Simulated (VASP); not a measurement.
Computed with PBE GGA, VASP's PBE PAW potentials (set 64) (plane waves; VASP 6.6.1).

VASP input:

**POSCAR**
```
Cr
1
    2.8573166595     0.0000000000    -0.0000000000
    0.0000000000     2.8573166595     0.0000000000
   -0.0000000000     0.0000000000     2.8573166595
Cr
2
Direct
  0.0000000000   0.0000000000   0.0000000000
  0.5000000000   0.5000000000   0.5000000000
```

**INCAR**
```
SYSTEM = Cr
PREC = Accurate; ENCUT = 400; LREAL = F
LASPH = T
EDIFF = 1E-6; NELM = 100; ALGO = Normal
LMAXMIX = 4
ISMEAR = 1; SIGMA = 0.1
GGA = PE
MAGMOM = 1.0 -1.0
ISPIN = 2
IBRION = 2; NSW = 60; ISIF = 3
EDIFFG = -0.01
LWAVE = F; LCHARG = F; LORBIT = 10
```

File KPOINTS:
```
Automatic
0
Gamma
11 11 11
0 0 0
```

POTCAR, in this order: Cr_pv (PBE.64 set). Program: vasp_std.

What VASP printed:

### OSZICAR
```
       N       E                     dE             d eps       ncg     rms          rms(c)
DAV:   1     0.200045046768E+03    0.20005E+03   -0.12669E+04  3624   0.154E+03
DAV:   2    -0.150058369685E+02   -0.21505E+03   -0.21359E+03  3776   0.455E+02
DAV:   3    -0.221822878902E+02   -0.71765E+01   -0.71236E+01  4600   0.946E+01
DAV:   4    -0.222767631256E+02   -0.94475E-01   -0.94462E-01  4200   0.112E+01
DAV:   5    -0.222790753332E+02   -0.23122E-02   -0.23122E-02  4968   0.139E+00    0.184E+01
DAV:   6    -0.190613673865E+02    0.32177E+01   -0.19260E+01  3776   0.525E+01    0.400E+00
DAV:   7    -0.190586813404E+02    0.26860E-02   -0.23426E-01  3872   0.679E+00    0.238E+00
DAV:   8    -0.190560522436E+02    0.26291E-02   -0.29545E-02  4856   0.149E+00    0.120E+00
DAV:   9    -0.190558851510E+02    0.16709E-03   -0.80083E-02  4416   0.208E+00    0.439E-01
DAV:  10    -0.190573925877E+02   -0.15074E-02   -0.43023E-03  5088   0.560E-01    0.339E-01
DAV:  11    -0.190609041445E+02   -0.35116E-02   -0.10547E-01  4608   0.201E+00    0.226E-01
DAV:  12    -0.190612019946E+02   -0.29785E-03   -0.37722E-03  4240   0.500E-01    0.883E-02
DAV:  13    -0.190612353353E+02   -0.33341E-04   -0.14771E-04  3880   0.151E-01    0.582E-02
DAV:  14    -0.190612818478E+02   -0.46512E-04   -0.40717E-04  4736   0.120E-01    0.307E-02
DAV:  15    -0.190612941269E+02   -0.12279E-04   -0.69142E-04  4608   0.160E-01    0.396E-03
DAV:  16    -0.190612958903E+02   -0.17635E-05   -0.82238E-06  3584   0.351E-02    0.315E-03
DAV:  17    -0.190612957489E+02    0.14142E-06   -0.93188E-08  1792   0.356E-03
   1 F= -.19061296E+02 E0= -.19061468E+02  d E =-.190613E+02  mag=     0.0000
```

### OUTCAR
```
------------------------ aborting loop because EDIFF is reached ----------------------------------------
  FORCE on cell =-STRESS in cart. coord.  units (eV):
  Direction    XX          YY          ZZ          XY          YZ          ZX
  --------------------------------------------------------------------------------------
  Total        0.0030800      0.0030800      0.0030800     -0.0000000     -0.0000000      0.0000000
  in kB        0.2115388      0.2115388      0.2115388     -0.0000000     -0.0000000      0.0000000
  external PRESSURE =       0.2115388 kB  Pullay stress =       0.0000000 kB
  volume of cell :       23.33
      direct lattice vectors                 reciprocal lattice vectors
     2.857316659  0.000000000  0.000000000     0.349978711  0.000000000  0.000000000
     0.000000000  2.857316659  0.000000000     0.000000000  0.349978711  0.000000000
     0.000000000  0.000000000  2.857316659     0.000000000  0.000000000  0.349978711
 POSITION                                       TOTAL-FORCE (eV/Angst)
 -----------------------------------------------------------------------------------
      0.00000      0.00000      0.00000         0.000000      0.000000      0.000000
      1.42866      1.42866      1.42866        -0.000000     -0.000000     -0.000000
 -----------------------------------------------------------------------------------
    total drift:                               -0.000000      0.000000      0.000000
  FREE ENERGIE OF THE ION-ELECTRON SYSTEM (eV)
  ---------------------------------------------------
  free  energy   TOTEN  =       -19.0612957489 eV

  energy  without entropy=      -19.0618121228  energy(sigma->0) =      -19.06146787

 total charge

# of ion       s       p       d       tot
------------------------------------------
    1        0.437   6.398   4.205  11.040
    2        0.437   6.398   4.205  11.040
--------------------------------------------------
tot          0.874  12.796   8.411  22.080

 magnetization (x)

# of ion       s       p       d       tot
------------------------------------------
    1        0.013   0.008   1.029   1.049
    2       -0.013  -0.008  -1.029  -1.049
--------------------------------------------------
tot          0.000   0.000   0.000   0.000

 reached required accuracy - stopping structural energy minimisation
```
(Selected blocks of OUTCAR.)

The compound is Cr in the bcc, AFM order structure. It was relaxed first. The start is the result of an earlier pass.
